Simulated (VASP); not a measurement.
Here is the system:

```
CELL_PARAMETERS angstrom
      0.00000     2.36467     2.36467
      2.36467     0.00000     2.36467
      2.36467     2.36467     0.00000
ATOMIC_POSITIONS crystal
  B  0.00000 0.00000 0.00000
  As 0.25000 0.25000 0.25000
```

Method: PBEsol GGA, VASP's PBE PAW potentials (set 64) (plane waves; VASP). Run with 520 eV cut-off, 10×10×10 Γ-centred mesh, Gaussian smearing of 0.050 eV, potentials B As.

Task: The job: BAs (zinc blende), 2 atoms, PBEsol, static run, 520 eV, 10×10×10 Γ-centred mesh. Roughly how much core time does it take on a busy server core?

Result: About 6 core-seconds (one run on a shared machine, a rough figure). It had 47 irreducible k-points, 8 bands, up to 728 plane waves and 13 electronic steps.

The compound is BAs in the zinc blende structure. This cell is one point of a volume scan, at 0.97 of the reference volume.
